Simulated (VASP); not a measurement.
VASP input:

### INCAR
```
ALGO  =  Normal
EDIFF  =  1E-6
EDIFFG  =  -0.02
ENCUT  =  500
GGA  =  PE
IBRION  =  2
ISIF  =  3
ISMEAR  =  0
LASPH  =  .True.
LCHARG  =  .False.
LMAXMIX  =  4
LREAL  =  .False.
LWAVE  =  .False.
NELM  =  100
NSW  =  40
PREC  =  Accurate
PSTRESS  =  300
SIGMA  =  0.05
SYSTEM  =  CuGaSe2
```

POSCAR:
```
CuGaSe2
1
   -2.6015382355     2.6015382355     5.1490642009
    2.6015382355    -2.6015382355     5.1490642009
    2.6015382355     2.6015382355    -5.1490642009
Ga Cu Se
2 2 4
Direct
  0.5000000000   0.5000000000   0.0000000000
  0.2500000000   0.7500000000   0.5000000000
  1.0000000000   0.0000000000   0.0000000000
  0.7500000000   0.2500000000   0.5000000000
  0.8750000000   0.8841433396   0.5091433396
  0.1158566604   0.6250000000   0.9908566604
  0.3750000000   0.3658566604   0.4908566604
  0.6341433396   0.1250000000   0.0091433396
```

KPOINTS:
```
Automatic mesh
0
Gamma
6 6 6
0 0 0
```

POTCAR, in this order: Ga_d Cu Se (PBE.64 set). Program: vasp_std.

Task: Write an equivalent input for Ansatz.

Result: One equivalent input (not run):
Ansatz 0.2 input:
```yaml
crystal:
  lattice:
    - [-2.6015382, 2.6015382, 5.1490642]
    - [2.6015382, -2.6015382, 5.1490642]
    - [2.6015382, 2.6015382, -5.1490642]
  atoms:
    - { symbol: Ga, position: [0.5000000, 0.5000000, 0.0000000] }
    - { symbol: Ga, position: [0.2500000, 0.7500000, 0.5000000] }
    - { symbol: Cu, position: [1.0000000, 0.0000000, 0.0000000] }
    - { symbol: Cu, position: [0.7500000, 0.2500000, 0.5000000] }
    - { symbol: Se, position: [0.8750000, 0.8841433, 0.5091433] }
    - { symbol: Se, position: [0.1158567, 0.6250000, 0.9908567] }
    - { symbol: Se, position: [0.3750000, 0.3658567, 0.4908567] }
    - { symbol: Se, position: [0.6341433, 0.1250000, 0.0091433] }
kpoints:
  mp_grid: { grid: [6, 6, 6] }
hamiltonian:
  xc: pbe
  pseudopotentials: { kind: paw }
scf:
  occupations: { method: gaussian, width: 0.05 }
  max_iter: 100
relax:
  max_steps: 40
  f_tol: 0.02
  cell: { p_target: 30 }
output: { forces: true, stress: true, eigenvalues: true }
```
What does not carry over: each code has its own PAW files, so the cut-off isn't converted (ENCUT is set for VASP's; basis.ecutwfc is left out, and Ansatz then takes the one that its files recommend); Ansatz stops its SCF on the density residual and VASP on the energy change (EDIFF).

The compound is CuGaSe2 in the chalcopyrite structure. It was relaxed first under an external pressure of 30 GPa.
